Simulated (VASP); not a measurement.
All values below come from PBEsol GGA, VASP's PBE PAW potentials (set 64) (plane waves; VASP 6.6.1).

A VASP calculation is set up with these files.

File KPOINTS:
```
Automatic
0
Gamma
8 8 8
```

### INCAR
```
SYSTEM = SrO
PREC = Accurate; ENCUT = 520; LREAL = .FALSE.
LASPH = .TRUE.
EDIFF = 1E-6; NELM = 100; ALGO = Normal
LMAXMIX = 4
ISMEAR = 0; SIGMA = 0.05
GGA = PS
IBRION = 2; NSW = 60; ISIF = 3
EDIFFG = -0.01
LWAVE = .FALSE.; LCHARG = .FALSE.
```

File POSCAR:
```
SrO
1.0
  0.0000000000   2.5800000000   2.5800000000
  2.5800000000   0.0000000000   2.5800000000
  2.5800000000   2.5800000000   0.0000000000
Sr O
1 1
direct
  0.0000000000   0.0000000000   0.0000000000
  0.5000000000   0.5000000000   0.5000000000
```

POTCAR, in this order: Sr_sv O (PBE.64 set). Program: vasp_std.

The run wrote:

File OSZICAR:
```
       N       E                     dE             d eps       ncg     rms          rms(c)
DAV:   1     0.749594118326E+02    0.74959E+02   -0.87461E+03   696   0.131E+03
DAV:   2    -0.114175153839E+02   -0.86377E+02   -0.79573E+02   988   0.248E+02
DAV:   3    -0.145317926552E+02   -0.31143E+01   -0.30958E+01   932   0.466E+01
DAV:   4    -0.146103253385E+02   -0.78533E-01   -0.78507E-01   952   0.631E+00
DAV:   5    -0.146106751156E+02   -0.34978E-03   -0.34977E-03   888   0.508E-01    0.171E+01
DAV:   6    -0.127868048453E+02    0.18239E+01   -0.92402E+00   800   0.228E+01    0.202E+01
DAV:   7    -0.126614831616E+02    0.12532E+00   -0.56081E-01   868   0.667E+00    0.117E+01
DAV:   8    -0.126374589056E+02    0.24024E-01   -0.13984E-01   732   0.411E+00    0.765E-01
DAV:   9    -0.126374893934E+02   -0.30488E-04   -0.11233E-02  1012   0.882E-01    0.220E-01
DAV:  10    -0.126377761738E+02   -0.28678E-03   -0.76333E-04   752   0.276E-01    0.735E-02
DAV:  11    -0.126378490292E+02   -0.72855E-04   -0.93113E-05   784   0.883E-02    0.357E-02
DAV:  12    -0.126378561608E+02   -0.71316E-05   -0.92698E-06  1020   0.288E-02    0.214E-02
DAV:  13    -0.126378554879E+02    0.67295E-06   -0.12669E-06   632   0.139E-02
   1 F= -.12637855E+02 E0= -.12637855E+02  d E =-.126379E+02
       N       E                     dE             d eps       ncg     rms          rms(c)
DAV:   1    -0.126914066428E+02   -0.53550E-01   -0.11052E+00   856   0.101E+01    0.225E+00
DAV:   2    -0.126490069716E+02    0.42400E-01   -0.18125E-01   764   0.358E+00    0.629E-01
DAV:   3    -0.126402692288E+02    0.87377E-02   -0.22071E-02   932   0.155E+00    0.566E-01
DAV:   4    -0.126389904567E+02    0.12788E-02   -0.10868E-02  1064   0.779E-01    0.478E-01
DAV:   5    -0.126396279047E+02   -0.63745E-03   -0.53407E-04   884   0.226E-01    0.856E-02
DAV:   6    -0.126397132646E+02   -0.85360E-04   -0.71074E-04  1128   0.195E-01    0.486E-02
DAV:   7    -0.126397218827E+02   -0.86181E-05   -0.15213E-05   880   0.408E-02    0.860E-03
DAV:   8    -0.126397215898E+02    0.29295E-06   -0.13987E-06   488   0.129E-02
   2 F= -.12639722E+02 E0= -.12639722E+02  d E =-.186610E-02
       N       E                     dE             d eps       ncg     rms          rms(c)
DAV:   1    -0.126444173310E+02   -0.46954E-02   -0.92730E-02   816   0.292E+00    0.625E-01
DAV:   2    -0.126409232620E+02    0.34941E-02   -0.15599E-02   768   0.106E+00    0.185E-01
DAV:   3    -0.126401788322E+02    0.74443E-03   -0.17785E-03   896   0.450E-01    0.191E-01
DAV:   4    -0.126400629134E+02    0.11592E-03   -0.88531E-04  1052   0.223E-01    0.159E-01
DAV:   5    -0.126401067488E+02   -0.43835E-04   -0.45129E-05   984   0.616E-02    0.478E-02
DAV:   6    -0.126401138185E+02   -0.70697E-05   -0.78309E-05  1116   0.602E-02    0.761E-03
DAV:   7    -0.126401132930E+02    0.52554E-06   -0.62442E-07   528   0.912E-03
   3 F= -.12640113E+02 E0= -.12640113E+02  d E =-.225781E-02
```

**OUTCAR**
```
------------------------ aborting loop because EDIFF is reached ----------------------------------------
  FORCE on cell =-STRESS in cart. coord.  units (eV):
  Direction    XX          YY          ZZ          XY          YZ          ZX
  --------------------------------------------------------------------------------------
  Total        0.0009691      0.0009691      0.0009691     -0.0000000     -0.0000000      0.0000000
  in kB        0.0458985      0.0458985      0.0458985     -0.0000000     -0.0000000      0.0000000
  external PRESSURE =       0.0458985 kB  Pullay stress =       0.0000000 kB
  volume of cell :       33.83
      direct lattice vectors                 reciprocal lattice vectors
    -0.000000000  2.566979571  2.566979571    -0.194781449  0.194781449  0.194781449
     2.566979571  0.000000000  2.566979571     0.194781449 -0.194781449  0.194781449
     2.566979571  2.566979571  0.000000000     0.194781449  0.194781449 -0.194781449
  FREE ENERGIE OF THE ION-ELECTRON SYSTEM (eV)
  ---------------------------------------------------
  free  energy   TOTEN  =       -12.6401132930 eV

  energy  without entropy=      -12.6401132930  energy(sigma->0) =      -12.64011329

 reached required accuracy - stopping structural energy minimisation
```
(Selected blocks of OUTCAR.)

### CONTCAR
```
SrO
   1.00000000000000
    -0.0000000000000000    2.5669795705804170    2.5669795705804170
     2.5669795705804170    0.0000000000000000    2.5669795705804170
     2.5669795705804170    2.5669795705804170    0.0000000000000000
  Sr              O
     1     1
Direct
     0.0000000000000000    0.0000000000000000    0.0000000000000000
     0.5000000000000000    0.5000000000000000    0.5000000000000000
```

File OUTCAR:
```
 val. band max:        1.5106842026   @ k =   0.0000   0.0000   0.0000

 cond. band min:       4.6628360995   @ k =   0.5000   0.5000   0.0000


 Fermi energy:         1.8472297581

 k-point     1 :       0.0000    0.0000    0.0000
  band No.  band energies     occupation
      1     -30.7100      2.00000
      2     -13.4934      2.00000
      3     -12.3578      2.00000
      4     -12.3578      2.00000
      5     -12.3578      2.00000
      6       1.5107      2.00000
      7       1.5107      2.00000
      8       1.5107      2.00000
      9       5.3666      0.00000
     10       7.6826      0.00000
     11       7.6826      0.00000
     12       7.6826      0.00000

 k-point     2 :       0.1250    0.0000    0.0000
  band No.  band energies     occupation
      1     -30.6891      2.00000
      2     -13.8596      2.00000
      3     -12.3705      2.00000
      4     -12.3705      2.00000
      5     -12.0423      2.00000
      6       1.0397      2.00000
      7       1.3085      2.00000
      8       1.3085      2.00000
      9       6.0794      0.00000
     10       7.5198      0.00000
     11       7.9939      0.00000
     12       7.9939      0.00000

 k-point     3 :       0.2500    0.0000    0.0000
  band No.  band energies     occupation
      1     -30.6382      2.00000
      2     -14.4396      2.00000
      3     -12.4007      2.00000
      4     -12.4007      2.00000
      5     -11.5859      2.00000
      6       0.1908      2.00000
      7       0.8731      2.00000
      8       0.8731      2.00000
      9       7.4363      0.00000
     10       7.6381      0.00000
     11       8.8401      0.00000
     12       8.8401      0.00000

 k-point     4 :       0.3750    0.0000    0.0000
  band No.  band energies     occupation
      1     -30.5865      2.00000
      2     -14.8747      2.00000
      3     -12.4303      2.00000
      4     -12.4303      2.00000
      5     -11.2745      2.00000
      6      -0.4767      2.00000
...
```

The compound is SrO in the rock salt structure. This run relaxes it. Symmetry was kept, so distortions that lower it aren't found.
